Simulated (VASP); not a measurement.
A convergence study with VASP on Fe (space group Im-3m): one setting is varied, all else stays as given below, so the limit is that of these other settings. Each run relaxes cell and ions from the cell shown. The basis is that of the starting cell, so low cut-offs carry a Pulay error.

```
Fe
1.0
   -1.43070     1.43070     1.43070
    1.43070    -1.43070     1.43070
    1.43070     1.43070    -1.43070
Fe
1
Cartesian
  0.00000   0.00000   0.00000
```
Starting moments (μB, in the order of the record's atoms Fe): 2.5.

Level of theory: PBE GGA, VASP's PBE PAW potentials (set 64) (plane waves; VASP). The tightest run used: 600 eV cut-off, 16×16×16 Γ-centred mesh, Gaussian smearing of 0.10 eV, potentials Fe.

Question: The settings run are ENCUT = 210; ENCUT = 255; ENCUT = 300; ENCUT = 360; ENCUT = 450; ENCUT = 600. From which on does the relaxed volume stay within 0.1 Å³/atom of the tightest run?

Answer: From ENCUT = 300 on: it is off by 0.008 there and by no more than 0.1 in any finer run, while ENCUT = 255 is off by 0.312.
```csv
setting,relaxed volume (Å³/atom),E (eV/atom),moment (μB),plane waves,difference judged (Å³/atom)
ENCUT = 210,9.728,-8.0078,0.000,92,1.634
ENCUT = 255,11.050,-8.2446,2.134,116,0.312
ENCUT = 300,11.354,-8.2490,2.204,146,0.008
ENCUT = 360,11.329,-8.2446,2.199,192,0.033
ENCUT = 450,11.356,-8.2403,2.205,261,0.006
ENCUT = 600,11.362,-8.2401,2.207,403,0.000
```

Left out are rungs that failed or repeat a setting and relaxations that didn't move; long series are thinned to 24 rows.

The structure is a typed Fe crystal (space group no. 229).
